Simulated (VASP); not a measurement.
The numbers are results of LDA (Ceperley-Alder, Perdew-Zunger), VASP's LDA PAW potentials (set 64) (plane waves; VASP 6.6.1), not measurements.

A VASP calculation is set up with these files.

File POSCAR:
```
BN
1.0
  1.2453450389  -2.1570012629   0.0000000000
  1.2453450389   2.1570012629   0.0000000000
  0.0000000000   0.0000000000   6.4613566291
B N
2 2
Cart
  1.2453450389   0.7190018590   1.6153391573
  1.2453450389  -0.7190018590   4.8460174718
  1.2453450389  -0.7190018590   1.6153391573
  1.2453450389   0.7190018590   4.8460174718
```

**KPOINTS**
```
Automatic mesh
0
Gamma
9 9 3
0 0 0
```

INCAR:
```
ALGO = Normal
EDIFF = 1E-6
EDIFFG = -0.02
ENCUT = 520
IBRION = 2
ISIF = 3
ISMEAR = 0
LASPH = T
LCHARG = F
LREAL = F
LWAVE = F
NELM = 100
NSW = 60
PREC = Accurate
SIGMA = 0.05
SYSTEM = BN
```

POTCAR, in this order: B N (LDA.64 set). Program: vasp_std.

Output of the run:

OUTCAR:
```
 ion  position               nearest neighbor table
   1  0.333  0.667  0.250-   3 1.44   3 1.44   3 1.44
   2  0.667  0.333  0.750-   4 1.44   4 1.44   4 1.44
   3  0.667  0.333  0.250-   1 1.44   1 1.44   1 1.44
   4  0.333  0.667  0.750-   2 1.44   2 1.44   2 1.44
  LATTYP: Found a hexagonal cell.
 ALAT       =     2.4906904091
 C/A-ratio  =     2.5942030392
 Subroutine PRICEL returns:
 Original cell was already a primitive cell.
 Subroutine GETGRP returns: Found 24 space group operations
The static configuration has the point symmetry D_3d.
 The point group associated with its full space group is D_6h.
The dynamic configuration has the point symmetry D_3d.
 Subroutine INISYM returns: Found 24 space group operations
 Subroutine IBZKPT returns following result:
 Found     24 irreducible k-points:

 Following reciprocal coordinates:
            Coordinates               Weight
  0.000000  0.000000  0.000000      1.000000
  0.111111 -0.000000  0.000000      6.000000
  0.222222 -0.000000  0.000000      6.000000
  0.333333 -0.000000  0.000000      6.000000
  0.444444 -0.000000  0.000000      6.000000
  0.111111  0.111111  0.000000      6.000000
  0.222222  0.111111  0.000000     12.000000
  0.333333  0.111111  0.000000     12.000000
  0.444444  0.111111  0.000000      6.000000
  0.222222  0.222222  0.000000      6.000000
  0.333333  0.222222  0.000000     12.000000
  0.333333  0.333333  0.000000      2.000000
  0.000000  0.000000  0.333333      2.000000
  0.111111 -0.000000  0.333333     12.000000
  0.222222 -0.000000  0.333333     12.000000
  0.333333 -0.000000  0.333333     12.000000
  0.444444 -0.000000  0.333333     12.000000
  0.111111  0.111111  0.333333     12.000000
  0.222222  0.111111  0.333333     24.000000
  0.333333  0.111111  0.333333     24.000000
...
```

**OSZICAR**
```
       N       E                     dE             d eps       ncg     rms          rms(c)
DAV:   1     0.550191677669E+02    0.55019E+02   -0.85336E+03   576   0.124E+03
DAV:   2    -0.389010148742E+02   -0.93920E+02   -0.86608E+02   764   0.255E+02
DAV:   3    -0.425880733329E+02   -0.36871E+01   -0.36621E+01   700   0.537E+01
DAV:   4    -0.426226553045E+02   -0.34582E-01   -0.34537E-01   732   0.569E+00
DAV:   5    -0.426231243688E+02   -0.46906E-03   -0.46899E-03   732   0.653E-01    0.111E+01
DAV:   6    -0.390711289669E+02    0.35520E+01   -0.89313E+00   652   0.241E+01    0.491E+00
DAV:   7    -0.387006027026E+02    0.37053E+00   -0.49495E-01   724   0.569E+00    0.296E+00
DAV:   8    -0.385836600711E+02    0.11694E+00   -0.32553E-01   688   0.437E+00    0.373E-01
DAV:   9    -0.385804972665E+02    0.31628E-02   -0.11794E-02   696   0.952E-01    0.175E-01
DAV:  10    -0.385804758292E+02    0.21437E-04   -0.49101E-04   736   0.213E-01    0.282E-02
DAV:  11    -0.385804864345E+02   -0.10605E-04   -0.55958E-05   712   0.646E-02    0.186E-02
DAV:  12    -0.385804838913E+02    0.25433E-05   -0.14244E-05   700   0.309E-02    0.147E-03
DAV:  13    -0.385804839025E+02   -0.11233E-07   -0.48586E-07   432   0.597E-03
   1 F= -.38580484E+02 E0= -.38580484E+02  d E =-.385805E+02
```

### OUTCAR
```
------------------------ aborting loop because EDIFF is reached ----------------------------------------
  FORCE on cell =-STRESS in cart. coord.  units (eV):
  Direction    XX          YY          ZZ          XY          YZ          ZX
  --------------------------------------------------------------------------------------
  Total       -0.0019217     -0.0019217     -0.0059419     -0.0000000      0.0000000      0.0000000
  in kB       -0.0886965     -0.0886965     -0.2742471     -0.0000000      0.0000000      0.0000000
  external PRESSURE =      -0.1505467 kB  Pullay stress =       0.0000000 kB
  volume of cell :       34.71
      direct lattice vectors                 reciprocal lattice vectors
     1.245345039 -2.157001263  0.000000000     0.401495155 -0.231803295  0.000000000
     1.245345039  2.157001263  0.000000000     0.401495155  0.231803295  0.000000000
     0.000000000  0.000000000  6.461356629     0.000000000  0.000000000  0.154766260
  FREE ENERGIE OF THE ION-ELECTRON SYSTEM (eV)
  ---------------------------------------------------
  free  energy   TOTEN  =       -38.5804839025 eV

  energy  without entropy=      -38.5804839025  energy(sigma->0) =      -38.58048390

 reached required accuracy - stopping structural energy minimisation
```
(Selected blocks of OUTCAR.)

The compound is BN in the hex structure. It was relaxed first. The start is the result of an earlier pass.
